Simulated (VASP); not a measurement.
# Pressure and energy of SiNi (Pnma) under even volume scaling with PBEsol+U

A crystal at its energy minimum should feel no pressure, yet in this series of SiNi cells the pressure passes through zero at a slightly smaller volume than the one where the fitted energy is lowest. I want to understand that mismatch, and how fast the pressure grows on either side of it. Nickel monosilicide serves as a contact layer in transistors, where strain from neighbouring layers makes its stiffness matter. The calculation scales one relaxed cell evenly and takes the pressure from the stress tensor, positive when the cell is compressed. Volume changes are counted from the minimum of the fitted energy curve, and energies per atom from the lowest point of the series.

## Computational details

A cell from a diffraction database, relaxed at this level and then scaled evenly, fractional positions kept. VASP 6.6.1, plane waves with PAW, PBEsol+U with U = 4 eV on Ni d, cutoff 400 eV, k mesh 5×7×4, collinear spin, no spin-orbit coupling, static lattice. A Birch-Murnaghan fit to the energies has its minimum at 11.41 Å³ per atom.

Notes on method and selection:

- The pressure is that of a finite plane-wave basis, so it need not vanish exactly at the minimum of the energy.
- Only series whose fit has its minimum inside the range and an error under 0.5 meV per atom are shown.
- Non-spherical gradient terms in the PAW spheres (LASPH) are on in all rows.
- Runs that did not converge, have known faults or may not be shown are not listed, and runs on Ansatz's PAW sets soft_1 and soft_2 are kept to separate tables.

Columns:

- volume change (%): volume relative to the fitted equilibrium volume.
- pressure (GPa): pressure from the stress tensor (positive: compressed).
- energy (meV/atom): energy per atom above the lowest point of the series.

## Data

| member | volume change (%) | pressure (GPa) | energy (meV/atom) |
| --- | --- | --- | --- |
| 10.69 Å³ | −6.33 | 14.14 | 31.7 |
| 10.91 Å³ | −4.33 | 8.87 | 14.3 |
| 11.14 Å³ | −2.34 | 4.17 | 3.9 |
| 11.37 Å³ | −0.35 | −0.05 | 0.0 |
| 11.59 Å³ | 1.64 | −3.83 | 1.8 |
| 11.82 Å³ | 3.64 | ? | ? |
| 12.05 Å³ | 5.63 | −10.23 | 20.1 |

Cells marked ? are withheld until the estimate has been made.

Least-squares fits to the members shown, with x = volume change (%); R² and errors in the fitted variable (y, or ln y where the fit is in ln y):

| y | members | fit | R² | rms residual | leave-one-out rms | the same for the mean of the others |
| --- | --- | --- | --- | --- | --- | --- |
| pressure (GPa) | 6 | y = −0.7654 − 1.993 x + 0.05611 x² | 1.00 | 0.038 | 0.17 | 9.6 |
| energy (meV/atom) | 6 | y = −0.3589 − 0.3881 x + 0.7246 x² | 1.00 | 0.56 | 2.6 | 14 |

## Interpretation

The pressure falls at every step from the smallest cell to the largest, but ever more slowly per percent of volume. Between the two most compressed cells the slope is (8.87 − 14.14) / 2.00 = −2.64 GPa per percent of volume; between the two most expanded cells shown it is (−10.23 + 3.83) / 3.99 = −1.60 GPa per percent. Across the middle it is (−3.83 − 4.17) / 3.98 = −2.01 GPa per percent, which through $B = -V\,dP/dV$ means a bulk modulus of about 200 GPa. This is the modulus at fixed fractional positions; letting the atoms relax in each cell could only lower it.

The energy shows the same asymmetry. Divided by the square of the volume change, it is 31.7 / 6.33² = 0.79 meV per atom at the compressed end and 20.1 / 5.63² = 0.63 at the expanded end. The usual reason is that the repulsion between overlapping electron shells rises more steeply at short distance than the bonding attraction does. The local moments vanish at every volume, so no magnetic transition disturbs the curve.

The mismatch at the minimum can be sized from the energies. From 11.14 to 11.59 Å³ the energy falls by 3.9 − 1.8 = 2.1 meV per atom, which corresponds to a mean pressure of 2.1 / 0.45 × 0.16 = 0.75 GPa (1 meV/Å³ is about 0.16 GPa). Simpson's rule on the stress-tensor pressures over the same interval gives (4.17 − 4 × 0.05 − 3.83) / 6 = 0.02 GPa. The stress tensor therefore reads about 0.7 GPa too low compared with the slope of the energy.

That is the sign expected of a finite plane-wave basis. The stress is evaluated for a fixed set of plane waves, whose effective cutoff drops as the cell expands. The basis error then grows with volume and acts as a spurious inward pull. A cell relaxed to zero stress consequently ends up slightly too small.

## An estimate before looking

Plain estimates from the members shown:

- 11.82 Å³, fit at x = 3.64: −7.28 GPa
- 11.82 Å³, straight-line interpolation between 11.59 Å³ and 12.05 Å³: w = (3.64 − 1.64) / (5.63 − 1.64) = 0.501, so −3.83 + 0.501 × (−10.23 − (−3.83)) = −7.04 GPa

The two plain estimates probably err in opposite directions. The pressure curve is convex, so the straight line between 11.59 and 12.05 Å³ runs above it, and −7.04 GPa is too high. At 11.59 Å³ the quadratic fit gives −0.7654 − 1.993 × 1.64 + 0.05611 × 1.64² = −3.88 GPa, where the table has −3.83, so it probably runs too low at the next volume as well, although at 12.05 Å³ it lies slightly above the table.

I use a cubic through the three cells below the gap and the one above it. The volumes are evenly spaced within rounding, which fixes the weights:

$$P_0 = \tfrac14 P_{-3} - P_{-2} + \tfrac32 P_{-1} + \tfrac14 P_{+1}$$

The subscripts count steps from the wanted cell. The same formula can be tried on the cell at 11.37 Å³: 0.25 × 14.14 − 8.87 + 1.5 × 4.17 + 0.25 × (−3.83) = −0.04 GPa, against −0.05 in the table.

For 11.82 Å³ it gives 0.25 × 4.17 + 0.05 + 1.5 × (−3.83) + 0.25 × (−10.23) = −7.21 GPa.

I add no further shift. The basis offset and the effect of the unrelaxed positions should both vary smoothly with volume, so the interpolation carries them along. The trial missed by 0.01 GPa. Because a single trial fixes the scatter only loosely, I double that and take 0.02 GPa as one standard deviation.

**Committed estimate, 11.82 Å³: pressure = −7.21 ± 0.02 GPa.**

## The answer

| member | volume change (%) | pressure (GPa) | energy (meV/atom) |
| --- | --- | --- | --- |
| 11.82 Å³ | 3.64 | −7.21 | 8.6 |

| member | estimate | pressure (GPa) | computed | estimate − computed | miss in error bars |
| --- | --- | --- | --- | --- | --- |
| 11.82 Å³ | committed | −7.21 | −7.21 | 0.00 | 0.0 |
| 11.82 Å³ | fit | −7.28 | −7.21 | −0.07 |  |
| 11.82 Å³ | interpolation | −7.04 | −7.21 | +0.17 |  |

The estimate of −7.21 GPa agrees with the computed pressure to the last printed digit. The quadratic fit came out 0.07 GPa too low and the straight line 0.17 GPa too high, each on the side I had expected. The cubic interpolation was the right choice, but my error bar had a weak basis: it came from one trial, doubled without a derivation, and one good hit doesn't confirm its width.

The hit shows that the pressure varies smoothly, and says little about why the stress tensor and the energy disagree. The completed row allows a better test of that. From 11.59 to 12.05 Å³ the energy rises by 20.1 − 1.8 = 18.3 meV per atom over (5.63 − 1.64) / 100 × 11.41 = 0.455 Å³, a mean pressure of −18.3 / 0.455 × 0.16 = −6.44 GPa. Simpson's rule on the tabulated pressures gives (−3.83 − 4 × 7.21 − 10.23) / 6 = −7.15 GPa. The stress tensor again reads about 0.7 GPa too low, as it did around the minimum. That fits the finite-basis explanation but doesn't prove it; for that, the offset would have to shrink in runs at a higher cutoff.

## Residuals

No cell stands out: the quadratic fit to the whole series misses none of the pressures by more than about 0.05 GPa. The misses change sign in an orderly way, with the computed pressure above the fit at 10.69 Å³, below it at 10.91 and 11.14, above it at 11.59 and 11.82, and below it again at 12.05. That is the mark of a missing cubic term, not of a faulty run.

## Closing remarks

Between 10.69 and 12.05 Å³ per atom the pressure is a smooth, convex function of volume. With all seven cells included, a quadratic fit predicts an omitted cell with a typical error of 0.11 GPa, against 9.5 GPa for the mean of the others. Series with poor energy fits were left out beforehand, so this smoothness can't be assumed for every compound.

For the computed crystal, stretching all three cell lengths by 1% from the fitted equilibrium raises the volume by 100 × ((1 + 0.01)³ − 1) = 3.03%. With the coefficients of the fit to six cells, the pressure changes by −1.993 × 3.03 + 0.05611 × 3.03² = −5.5 GPa. That is an average of −5.5 / 3.03 = −1.82 GPa per percent of volume. Between the two most expanded cells it is only (−10.23 + 7.21) / 1.99 = −1.52 GPa per percent, so the answer depends on the starting volume. I wouldn't carry the −5.5 GPa over to a real contact layer: a film is strained mainly in its plane, and the measured crystal has a larger volume than the computed one.

The most serious error I can see is in the equilibrium volume. The cell from the diffraction database, before relaxation, is larger than any cell in the table, which I should have said when I introduced the series. Because the pressure falls with every step in volume, this calculation would put the crystal at its measured volume under a tension of more than 10 GPa, a large part of the 24 GPa spanned by the table. The series can't tell how much of that comes from the functional, from the choice of U or from other settings. Lattice vibrations would add a positive pressure of very roughly 2 GPa at room temperature, if one assumes a Grüneisen parameter near 2 and a vibrational energy of about 80 meV per atom and divides their product by the volume per atom. With a bulk modulus of about 200 GPa, that is enough to raise the equilibrium volume by about 1%. That matters more for the equilibrium volume than the basis offset does, but it doesn't close the gap to experiment: the largest cell in the table is already 5.63% above the fitted equilibrium, and the measured cell is larger still.
